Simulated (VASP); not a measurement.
Crystal: NaBI.

```
Na B I
1.0
    -1.45006    2.64827    2.85044
     1.45006   -2.64827    2.85044
     1.45006    2.64827   -2.85044
Na B I
1 1 1
Direct
  0.50000 0.00000 0.50000
  0.50000 0.50000 0.00000
  0.00000 0.00000 0.00000
```

The cell was built by a generator and needn't be a form met in nature.

```yaml
Program: VASP 6.6.1
Task: relaxation of cell and atoms
Functional: PBE
Potentials_or_basis: VASP PAW PBE potentials, release 64 (Na_pv, B, I)
Cutoff: 600 eV
k_mesh: 10 × 10 × 10
Occupations: gaussian, width 0.05 eV
Spin: no spin polarisation
```

At the start: pressure 78.2 GPa; volume 14.59 Å³/atom.

How do energy, volume and symmetry change on relaxing?

Over 20 steps the energy falls by 4226.0 meV/atom and the volume is 28.24 Å³/atom (+93.5 %); space group Immm (No. 71, to 0.05 Å).

The path:
```
step  energy change (eV)  largest force (eV/Å)  pressure (GPa)  volume (Å³)
   1              0.0000                0.0000           78.19        43.78
   2            -12.3859                0.0000           -2.42        95.71
   3            -12.2040                0.0000            3.88        78.36
   4            -12.4678                0.0000           -0.25        88.96
   5            -12.4666                0.0000           -0.61        89.98
   6            -12.5343                0.0000           -0.60        89.40
   7            -12.6041                0.0000           -0.08        87.95
   8            -12.6050                0.0000            0.00        87.68
   9            -12.6052                0.0000           -0.07        87.62
  10            -12.6063                0.0000           -0.29        87.51
  11            -12.6082                0.0000           -0.04        86.63
  12            -12.6082                0.0000           -0.06        86.69
  13            -12.6144                0.0000           -0.51        86.43
  14            -12.6500                0.0000           -0.73        85.64
  15            -12.6750                0.0000            0.45        83.95
  16            -12.6770                0.0000            0.13        84.33
  17            -12.6761                0.0000           -0.05        84.86
  18            -12.6778                0.0000            0.06        84.55
  19            -12.6779                0.0000           -0.08        84.82
  20            -12.6779                0.0000           -0.01        84.71
```

Final structure:
```cif
data_structure
_symmetry_space_group_name_H-M 'P 1'
_symmetry_Int_Tables_number 1
_cell_length_a 4.8825
_cell_length_b 4.8825
_cell_length_c 4.8825
_cell_angle_alpha 117.293
_cell_angle_beta 93.675
_cell_angle_gamma 118.513
_cell_volume 84.71
loop_
_atom_site_label
_atom_site_type_symbol
_atom_site_fract_x
_atom_site_fract_y
_atom_site_fract_z
_atom_site_occupancy
Na1 Na 0.50000 0.00000 0.50000 1
B1 B 0.50000 0.50000 0.00000 1
I1 I 0.00000 0.00000 0.00000 1
```

Caveat: the volume moved by over 15 % at a fixed basis, so the end points are rough; an odd number of electrons without spin polarisation forces a metal; a magnetic or distorted state may lie lower.
